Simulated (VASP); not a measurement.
Consider the following.

```xyz
2
Lattice="1.3974 -2.4204 0.0000 1.3974 2.4204 0.0000 0.0000 0.0000 4.4778" Properties=species:S:1:pos:R:3 pbc="T T T"
Tc     1.3974     0.8068     1.1195
Tc     1.3974    -0.8068     3.3584
```

Method: PBE GGA, VASP's PBE PAW potentials (set 64) (plane waves; VASP). Settings: 400 eV cut-off, 11×11×6 Γ-centred mesh, first-order Methfessel-Paxton smearing of 0.10 eV, potentials Tc_pv.

Question: Give the stress tensor in GPa (positive for a compressed cell).

Answer: 
```
-14.96    0.00    0.00
  0.00  -14.96    0.00
  0.00    0.00  -13.88
```
The pressure is its mean diagonal, -14.60 GPa.

The compound is Tc in the hcp structure. The cell was not relaxed at this level.
